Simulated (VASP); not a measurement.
Method: PBE GGA with D3 dispersion (zero damping), VASP's PBE PAW potentials (set 64) (plane waves; VASP).

Input for VASP

**POSCAR**
```
CuI
1
    0.0000000000     2.9967575957     2.9967575957
    2.9967575957     0.0000000000     2.9967575957
    2.9967575957     2.9967575957     0.0000000000
Cu I
1 1
Direct
  0.0000000000   0.0000000000   0.0000000000
  0.2500000000   0.2500000000   0.2500000000
```

**KPOINTS**
```
Regular mesh
0
G
 9 9 9
0 0 0
```

**INCAR**
```
SYSTEM  =  CuI
PREC  =  Accurate; ENCUT  =  520; LREAL  =  F
LASPH  =  T
EDIFF  =  1E-7; NELM  =  100; ALGO  =  Normal
LMAXMIX  =  4
ISMEAR  =  -5
GGA  =  PE; IVDW  =  11
ISIF  =  2
LWAVE  =  F; LCHARG  =  T; LORBIT  =  11
NEDOS  =  601
```

POTCAR, in this order: Cu I (PBE.64 set). Program: vasp_std.

The run wrote:

File OUTCAR:
```
 ion  position               nearest neighbor table
   1  0.000  0.000  0.000-   2 2.60   2 2.60   2 2.60   2 2.60
   2  0.250  0.250  0.250-   1 2.60   1 2.60   1 2.60   1 2.60
  LATTYP: Found a face centered cubic cell.
 ALAT       =     5.9935151914
 Subroutine PRICEL returns:
 Original cell was already a primitive cell.
 Subroutine GETGRP returns: Found 24 space group operations
The static configuration has the point symmetry T_d .
The dynamic configuration has the point symmetry T_d .
 Subroutine INISYM returns: Found 24 space group operations
 Subroutine IBZKPT returns following result:
 Found     35 irreducible k-points:

 Following reciprocal coordinates:
            Coordinates               Weight
  0.000000  0.000000  0.000000      1.000000
  0.111111  0.000000  0.000000      8.000000
  0.222222  0.000000  0.000000      8.000000
  0.333333  0.000000  0.000000      8.000000
  0.444444  0.000000  0.000000      8.000000
  0.111111  0.111111  0.000000      6.000000
  0.222222  0.111111  0.000000     24.000000
  0.333333  0.111111  0.000000     24.000000
  0.444444  0.111111  0.000000     24.000000
...
```

File OSZICAR:
```
       N       E                     dE             d eps       ncg     rms          rms(c)
DAV:   1     0.108321656870E+03    0.10832E+03   -0.79924E+03   910   0.148E+03
DAV:   2     0.221019428793E+01   -0.10611E+03   -0.99999E+02   915   0.265E+02
DAV:   3    -0.550607800793E+01   -0.77163E+01   -0.76006E+01  1240   0.841E+01
DAV:   4    -0.577847503959E+01   -0.27240E+00   -0.27222E+00  1108   0.139E+01
DAV:   5    -0.578758875033E+01   -0.91137E-02   -0.91133E-02  1286   0.262E+00    0.557E+00
DAV:   6    -0.570615944907E+01    0.81429E-01   -0.38097E+00   974   0.570E+01    0.360E+00
DAV:   7    -0.554937272493E+01    0.15679E+00   -0.85982E-01  1000   0.340E+01    0.181E+00
DAV:   8    -0.555223480636E+01   -0.28621E-02   -0.55585E-02  1374   0.407E+00    0.502E-01
DAV:   9    -0.554868112460E+01    0.35537E-02   -0.17108E-02  1135   0.420E+00    0.149E-01
DAV:  10    -0.554886110087E+01   -0.17998E-03   -0.82075E-04  1080   0.274E-01    0.723E-02
DAV:  11    -0.554890059872E+01   -0.39498E-04   -0.48073E-04  1143   0.694E-01    0.345E-02
DAV:  12    -0.554889661755E+01    0.39812E-05   -0.47291E-05  1420   0.149E-01    0.307E-02
DAV:  13    -0.554889509308E+01    0.15245E-05   -0.25916E-06  1405   0.349E-02    0.182E-02
DAV:  14    -0.554889390421E+01    0.11889E-05   -0.88119E-06  1258   0.970E-02    0.321E-03
DAV:  15    -0.554889437413E+01   -0.46992E-06   -0.15734E-06   975   0.798E-03    0.512E-03
DAV:  16    -0.554889434478E+01    0.29349E-07   -0.38806E-08   565   0.220E-03
   1 F= -.61079225E+01 E0= -.61079225E+01  d E =0.000000E+00
```

OUTCAR:
```
------------------------ aborting loop because EDIFF is reached ----------------------------------------
 Edisp (eV)   -0.55903
  FORCE on cell =-STRESS in cart. coord.  units (eV):
  Direction    XX          YY          ZZ          XY          YZ          ZX
  --------------------------------------------------------------------------------------
  Total      -0.01908    -0.01908    -0.01908     0.00000    -0.00000     0.00000
  in kB      -0.56806    -0.56806    -0.56806     0.00000    -0.00000     0.00000
  external pressure =       -0.57 kB  Pullay stress =        0.00 kB
  volume of cell :       53.83
      direct lattice vectors                 reciprocal lattice vectors
     0.000000000  2.996757596  2.996757596    -0.166846995  0.166846995  0.166846995
     2.996757596  0.000000000  2.996757596     0.166846995 -0.166846995  0.166846995
     2.996757596  2.996757596  0.000000000     0.166846995  0.166846995 -0.166846995
  FREE ENERGIE OF THE ION-ELECTRON SYSTEM (eV)
  ---------------------------------------------------
  free  energy   TOTEN  =        -6.1079224622 eV

  energy  without entropy=       -6.1079224622  energy(sigma->0) =       -6.10792246

 total charge

# of ion       s       p       d       tot
------------------------------------------
    1        0.339   0.282   9.330   9.950
    2        1.492   2.770   0.059   4.321
--------------------------------------------------
tot          1.830   3.052   9.388  14.271
```
(Selected blocks of OUTCAR.)

OUTCAR:
```
 val. band max:        4.8099616959   @ k =   0.0000   0.0000   0.0000

 cond. band min:       6.0480890954   @ k =   0.0000   0.0000   0.0000


 Fermi energy:         4.8460884532

 k-point     1 :       0.0000    0.0000    0.0000
  band No.  band energies     occupation
      1      -9.3851      2.00000
      2       1.0127      2.00000
      3       1.0127      2.00000
      4       1.0127      2.00000
      5       2.8126      2.00000
      6       2.8126      2.00000
      7       4.8100      2.00000
      8       4.8100      2.00000
      9       4.8100      2.00000
     10       6.0481      0.00000
     11       9.6445      0.00000
     12       9.6445      0.00000
     13       9.6445      0.00000

 k-point     2 :       0.1111    0.0000    0.0000
  band No.  band energies     occupation
      1      -9.3226      2.00000
      2       0.7758      2.00000
      3       1.0184      2.00000
      4       1.0185      2.00000
      5       2.8070      2.00000
      6       2.8070      2.00000
      7       4.2442      2.00000
      8       4.7088      2.00000
      9       4.7088      2.00000
     10       6.6537      0.00000
     11       9.5690      0.00000
     12       9.8295      0.00000
     13       9.8295      0.00000

 k-point     3 :       0.2222    0.0000    0.0000
  band No.  band energies     occupation
      1      -9.1560      2.00000
      2       0.1757      2.00000
      3       1.0308      2.00000
      4       1.0308      2.00000
      5       2.8014      2.00000
      6       2.8014      2.00000
      7       3.5695      2.00000
      8       4.4738      2.00000
      9       4.4738      2.00000
     10       7.1268      0.00000
     11      10.0838      0.00000
     12      10.1642      0.00000
     13      10.1642      0.00000

 k-point     4 :       0.3333    0.0000    0.0000
  band No.  band energies     occupation
      1      -8.9494      2.00000
      2      -0.4957      2.00000
      3       1.0403      2.00000
...
```

Unless said otherwise, spin-orbit coupling is left out, though it shifts the bands of the heavy elements here.

The compound is CuI in the zinc blende structure. It was relaxed first.
